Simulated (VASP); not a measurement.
Method: HSE06 screened hybrid, VASP's PBE PAW potentials (set 64) (plane waves; VASP).

VASP ran on this input.

### INCAR
```
SYSTEM = CuI
PREC = Accurate
ENCUT = 520
EDIFF = 1E-6
NELM = 60
ALGO = Normal
LREAL = .FALSE.
LASPH = .TRUE.
ISMEAR = 0
SIGMA = 0.05
GGA = PE
HFSCREEN = 0.2
AEXX = 0.25
LHFCALC = .TRUE.
PRECFOCK = Fast
ISYM = 3
LMAXMIX = 4
LWAVE = .FALSE.
LCHARG = .FALSE.
ISIF = 2
```

**KPOINTS**
```
Automatic
0
Gamma
 6 6 6
0 0 0
```

File POSCAR:
```
CuI
6.0192880
  0.0000000000   0.4999999793   0.4999999793
  0.4999999793   0.0000000000   0.4999999793
  0.4999999793   0.4999999793   0.0000000000
Cu I
1 1
Direct
  1.0000000000   0.0000000000   0.0000000000
  0.2500000000   0.2500000000   0.2500000000
```

POTCAR, in this order: Cu I (PBE.64 set). Program: vasp_std. Read from the step before: WAVECAR.

Unless said otherwise, spin-orbit coupling is left out, though it shifts the bands of the heavy elements here.

**Question.** Predict the energy per atom (σ→0), pressure, band gap (on the k-mesh).

**Answer.** 
| Item | Value |
|---|---|
| energy per atom (σ→0) | -3.235 eV/atom |
| band gap (on the k-mesh) | 2.64 eV |
| pressure | 1.26 GPa |

OSZICAR:
```
...
DAV:   3    -0.647104397968E+01   -0.12200E-01   -0.41523E-02   475   0.210E+00    0.166E+00
DAV:   4    -0.646976879542E+01    0.12752E-02   -0.92530E-03   496   0.388E+00    0.101E+00
DAV:   5    -0.646980609186E+01   -0.37296E-04   -0.15234E-03   639   0.882E-01    0.707E-01
DAV:   6    -0.646977829552E+01    0.27796E-04   -0.13703E-04   521   0.384E-01    0.422E-01
DAV:   7    -0.646976636227E+01    0.11933E-04   -0.26827E-05   649   0.154E-01    0.234E-01
DAV:   8    -0.646976315310E+01    0.32092E-05   -0.31178E-06   471   0.244E-02    0.135E-01
DAV:   9    -0.646976268561E+01    0.46749E-06   -0.74382E-07   328   0.249E-02
   1 F= -.64697627E+01 E0= -.64697627E+01  d E =-.620684E-15
```

The compound is CuI in the zinc blende structure. This cell is one point of a volume scan, at 0.97 of the reference volume. The cell's shape comes from a PBE relaxation.
